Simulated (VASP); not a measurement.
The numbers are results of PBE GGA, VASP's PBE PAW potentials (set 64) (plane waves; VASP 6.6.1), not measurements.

A VASP calculation is set up with these files.

POSCAR:
```
BaTiO3
1
    3.9002906887     0.0000000000     0.0000000000
    0.0000000000     3.9002906887     0.0000000000
    0.0000000000     0.0000000000     3.9045460569
Ba Ti O
1 1 3
Direct
  0.0000000000   0.0000000000   0.9936973537
  0.5000000000   0.5000000000   0.4968076129
  0.5000000000   0.5000000000   0.9907062202
  0.0000000000   0.5000000000   0.4913944066
  0.5000000000   0.0000000000   0.4913944066
```

KPOINTS:
```
Automatic mesh
0
Gamma
6 6 6
0 0 0
```

**INCAR**
```
ALGO = Normal
EDIFF = 1E-6
EDIFFG = -0.02
ENCUT = 620
GGA = PE
IBRION = 2
ISIF = 3
ISMEAR = 0
LASPH = T
LCHARG = F
LMAXMIX = 4
LREAL = F
LWAVE = F
NELM = 100
NSW = 40
PREC = Accurate
PSTRESS = 300
SIGMA = 0.05
SYSTEM = BaTiO3
```

POTCAR, in this order: Ba_sv Ti_sv O (PBE.64 set). Program: vasp_std.

The run wrote:

File OSZICAR:
```
...
DAV:  15    -0.396322450416E+02    0.54572E-06   -0.38893E-05  2384   0.395E-02    0.553E-03
DAV:  16    -0.396322447438E+02    0.29783E-06   -0.19280E-06  1624   0.102E-02
   1 F= -.28510442E+02 E0= -.28510442E+02  d E =-.285104E+02
       N       E                     dE             d eps       ncg     rms          rms(c)
DAV:   1    -0.411772550758E+02   -0.15450E+01   -0.92813E+01  2344   0.992E+01    0.162E+01
DAV:   2    -0.386521700004E+02    0.25251E+01   -0.86606E+00  2520   0.285E+01    0.586E+00
DAV:   3    -0.381952655833E+02    0.45690E+00   -0.24881E+00  2768   0.131E+01    0.128E+00
DAV:   4    -0.382210989440E+02   -0.25833E-01   -0.39207E-01  2568   0.462E+00    0.531E-01
DAV:   5    -0.382427833723E+02   -0.21684E-01   -0.48896E-02  2984   0.143E+00    0.652E-01
DAV:   6    -0.382569816248E+02   -0.14198E-01   -0.23219E-02  2264   0.105E+00    0.284E-01
DAV:   7    -0.382581340877E+02   -0.11525E-02   -0.11406E-02  2992   0.647E-01    0.638E-02
DAV:   8    -0.382583093610E+02   -0.17527E-03   -0.87704E-04  2720   0.241E-01    0.477E-02
DAV:   9    -0.382583261777E+02   -0.16817E-04   -0.14784E-04  2040   0.108E-01    0.237E-02
DAV:  10    -0.382583297463E+02   -0.35686E-05   -0.23641E-05  2096   0.454E-02    0.513E-03
DAV:  11    -0.382583300871E+02   -0.34083E-06   -0.15238E-06  1816   0.104E-02
   2 F= -.28299798E+02 E0= -.28299798E+02  d E =0.210644E+00
       N       E                     dE             d eps       ncg     rms          rms(c)
DAV:   1    -0.405149893521E+02   -0.22567E+01   -0.39637E+01  2296   0.694E+01    0.105E+01
DAV:   2    -0.394774897897E+02    0.10375E+01   -0.43525E+00  2296   0.211E+01    0.384E+00
DAV:   3    -0.392918887813E+02    0.18560E+00   -0.14694E+00  2288   0.759E+00    0.125E+00
DAV:   4    -0.392792824971E+02    0.12606E-01   -0.26924E-01  2952   0.363E+00    0.716E-01
DAV:   5    -0.392871872515E+02   -0.79048E-02   -0.22882E-02  2768   0.116E+00    0.494E-01
DAV:   6    -0.392964870105E+02   -0.92998E-02   -0.20348E-02  2904   0.762E-01    0.334E-01
DAV:   7    -0.392992093126E+02   -0.27223E-02   -0.48899E-03  2760   0.441E-01    0.966E-02
DAV:   8    -0.392993992352E+02   -0.18992E-03   -0.68057E-04  2632   0.153E-01    0.412E-02
DAV:   9    -0.392994191194E+02   -0.19884E-04   -0.10971E-04  2376   0.773E-02    0.108E-02
DAV:  10    -0.392994235261E+02   -0.44067E-05   -0.11703E-05  2256   0.243E-02    0.294E-03
DAV:  11    -0.392994234597E+02    0.66407E-07   -0.50278E-07  1352   0.575E-03
   3 F= -.28582434E+02 E0= -.28582434E+02  d E =-.719916E-01
       N       E                     dE             d eps       ncg     rms          rms(c)
DAV:   1    -0.392910194781E+02    0.84040E-02   -0.48602E-03  2272   0.738E-01    0.114E-01
DAV:   2    -0.392908847189E+02    0.13476E-03   -0.49128E-04  2264   0.218E-01    0.409E-02
DAV:   3    -0.392908623457E+02    0.22373E-04   -0.15303E-04  2424   0.823E-02    0.854E-03
DAV:   4    -0.392908635790E+02   -0.12333E-05   -0.25685E-05  2568   0.282E-02    0.780E-03
DAV:   5    -0.392908647589E+02   -0.11799E-05   -0.19153E-06  1672   0.125E-02    0.488E-03
DAV:   6    -0.392908666107E+02   -0.18518E-05   -0.29412E-06  2000   0.885E-03    0.325E-03
DAV:   7    -0.392908673208E+02   -0.71016E-06   -0.44543E-07  1088   0.454E-03
   4 F= -.28582474E+02 E0= -.28582474E+02  d E =-.720313E-01
       N       E                     dE             d eps       ncg     rms          rms(c)
DAV:   1    -0.392828177769E+02    0.80488E-02   -0.43626E-03  2288   0.700E-01    0.108E-01
DAV:   2    -0.392826971278E+02    0.12065E-03   -0.43946E-04  2288   0.207E-01    0.385E-02
DAV:   3    -0.392826772763E+02    0.19851E-04   -0.13742E-04  2424   0.779E-02    0.816E-03
DAV:   4    -0.392826783937E+02   -0.11174E-05   -0.22880E-05  2528   0.266E-02    0.739E-03
DAV:   5    -0.392826795015E+02   -0.11078E-05   -0.16828E-06  1560   0.118E-02    0.459E-03
DAV:   6    -0.392826812274E+02   -0.17258E-05   -0.28901E-06  2040   0.857E-03    0.317E-03
DAV:   7    -0.392826818683E+02   -0.64098E-06   -0.34322E-07  1024   0.417E-03
   5 F= -.28582450E+02 E0= -.28582450E+02  d E =-.720078E-01
       N       E                     dE             d eps       ncg     rms          rms(c)
DAV:   1    -0.393020840196E+02   -0.19403E-01   -0.11464E-01  2128   0.405E+00    0.248E-01
DAV:   2    -0.393021664474E+02   -0.82428E-04   -0.90753E-03  2216   0.741E-01    0.110E-01
DAV:   3    -0.393020137720E+02    0.15268E-03   -0.11233E-03  2728   0.252E-01    0.236E-02
DAV:   4    -0.393020162918E+02   -0.25197E-05   -0.16486E-04  2664   0.826E-02    0.204E-02
DAV:   5    -0.393020179474E+02   -0.16557E-05   -0.12617E-05  2856   0.341E-02    0.129E-02
DAV:   6    -0.393020219860E+02   -0.40386E-05   -0.89750E-06  2784   0.164E-02    0.788E-03
DAV:   7    -0.393020226556E+02   -0.66954E-06   -0.32234E-06  2304   0.127E-02
   6 F= -.28582710E+02 E0= -.28582710E+02  d E =-.259683E-03
       N       E                     dE             d eps       ncg     rms          rms(c)
DAV:   1    -0.393013231685E+02    0.69882E-03   -0.15567E-04  2136   0.148E-01    0.925E-03
DAV:   2    -0.393013231568E+02    0.11679E-07   -0.12992E-05  2232   0.279E-02    0.429E-03
DAV:   3    -0.393013229033E+02    0.25358E-06   -0.12449E-06  1184   0.910E-03
   7 F= -.28582710E+02 E0= -.28582710E+02  d E =-.260025E-03
       N       E                     dE             d eps       ncg     rms          rms(c)
DAV:   1    -0.392911161590E+02    0.10207E-01   -0.75298E-02  2240   0.354E+00    0.137E-01
DAV:   2    -0.392914972649E+02   -0.38111E-03   -0.65234E-03  1992   0.584E-01    0.612E-02
DAV:   3    -0.392914578004E+02    0.39465E-04   -0.45579E-04  2840   0.159E-01    0.196E-02
DAV:   4    -0.392914569580E+02    0.84233E-06   -0.64411E-05  2848   0.639E-02    0.149E-02
DAV:   5    -0.392914580066E+02   -0.10486E-05   -0.75372E-06  2584   0.263E-02    0.819E-03
DAV:   6    -0.392914604554E+02   -0.24488E-05   -0.35425E-06  2256   0.113E-02    0.420E-03
DAV:   7    -0.392914612837E+02   -0.82828E-06   -0.55320E-07  1168   0.609E-03
   8 F= -.28582902E+02 E0= -.28582902E+02  d E =-.192068E-03
       N       E                     dE             d eps       ncg     rms          rms(c)
DAV:   1    -0.392871751819E+02    0.42853E-02   -0.13394E-02  2232   0.149E+00    0.580E-02
DAV:   2    -0.392872432403E+02   -0.68058E-04   -0.11611E-03  1992   0.246E-01    0.258E-02
DAV:   3    -0.392872364616E+02    0.67787E-05   -0.81064E-05  2856   0.670E-02    0.814E-03
DAV:   4    -0.392872365668E+02   -0.10518E-06   -0.11160E-05  2848   0.264E-02    0.625E-03
DAV:   5    -0.392872368696E+02   -0.30280E-06   -0.10784E-06  1344   0.109E-02
   9 F= -.28582918E+02 E0= -.28582918E+02  d E =-.207629E-03
       N       E                     dE             d eps       ncg     rms          rms(c)
DAV:   1    -0.392861395809E+02    0.10970E-02   -0.21183E-02  2248   0.198E+00    0.308E-02
DAV:   2    -0.392862812944E+02   -0.14171E-03   -0.16001E-03  2008   0.285E-01    0.154E-02
DAV:   3    -0.392862823798E+02   -0.10854E-05   -0.45012E-05  2616   0.483E-02    0.895E-03
DAV:   4    -0.392862819161E+02    0.46375E-06   -0.46192E-06  2296   0.230E-02
  10 F= -.28583019E+02 E0= -.28583019E+02  d E =-.100797E-03
       N       E                     dE             d eps       ncg     rms          rms(c)
DAV:   1    -0.392823997903E+02    0.38826E-02   -0.16333E-01  2248   0.549E+00    0.866E-02
DAV:   2    -0.392834923245E+02   -0.10925E-02   -0.12358E-02  2008   0.792E-01    0.430E-02
DAV:   3    -0.392834992698E+02   -0.69453E-05   -0.34666E-04  2624   0.134E-01    0.249E-02
DAV:   4    -0.392834939341E+02    0.53357E-05   -0.37093E-05  2960   0.644E-02    0.871E-03
DAV:   5    -0.392834945673E+02   -0.63321E-06   -0.73740E-06  2264   0.240E-02
  11 F= -.28583160E+02 E0= -.28583160E+02  d E =-.242445E-03
```

### OUTCAR
```
------------------------ aborting loop because EDIFF is reached ----------------------------------------
  FORCE on cell =-STRESS in cart. coord.  units (eV):
  Direction    XX          YY          ZZ          XY          YZ          ZX
  --------------------------------------------------------------------------------------
  Total       10.7469076     10.7469076     10.7656738      0.0000000     -0.0000000      0.0000000
  in kB      301.3057524    301.3057524    301.8318918      0.0000000     -0.0000000      0.0000000
  external PRESSURE =       1.4811322 kB  Pullay stress =     300.0000000 kB
  volume of cell :       57.15
      direct lattice vectors                 reciprocal lattice vectors
     3.851964652  0.000000000  0.000000000     0.259607782  0.000000000  0.000000000
     0.000000000  3.851964652 -0.000000000     0.000000000  0.259607782 -0.000000000
     0.000000000  0.000000000  3.851430706     0.000000000  0.000000000  0.259643773
 POSITION                                       TOTAL-FORCE (eV/Angst)
 -----------------------------------------------------------------------------------
      0.00000      0.00000      3.82423         0.000000      0.000000      0.001596
      1.92598      1.92598      1.90106         0.000000     -0.000000     -0.012851
      1.92598      1.92598      3.82259         0.000000      0.000000      0.007427
      0.00000      1.92598      1.89674         0.000000      0.000000      0.001914
      1.92598      3.85196      1.89674         0.000000      0.000000      0.001914
 -----------------------------------------------------------------------------------
    total drift:                                0.000000     -0.000000     -0.002232
  FREE ENERGIE OF THE ION-ELECTRON SYSTEM (eV)
  ---------------------------------------------------
  free  energy   TOTEN  =       -39.2834945673 eV

  energy  without entropy=      -39.2834945673  energy(sigma->0) =      -39.28349457
  enthalpy is  TOTEN    =       -28.5831602408 eV   P V=       10.7003343266

 reached required accuracy - stopping structural energy minimisation
```
(Selected blocks of OUTCAR.)

### CONTCAR
```
BaTiO3
   1.00000000000000
     3.8519646523019926    0.0000000000000000    0.0000000000000000
     0.0000000000000000    3.8519646523019926   -0.0000000000000000
     0.0000000000000000    0.0000000000000000    3.8514307063295501
  Ba              Ti              O
     1     1     3
Direct
     0.0000000000000000    0.0000000000000000    0.9929372373000461
     0.5000000000000000    0.5000000000000000    0.4935992488983347
     0.5000000000000000    0.5000000000000000    0.9925114160058733
     0.0000000000000000    0.5000000000000000    0.4924760488978758
     0.5000000000000000    1.0000000000000000    0.4924760488978758
```

Energy and stress use the plane-wave basis of the starting cell.

The compound is BaTiO3 in the tetragonal perovskite structure. This run relaxes it under an external pressure of 30 GPa. Symmetry was kept, so distortions that lower it aren't found.
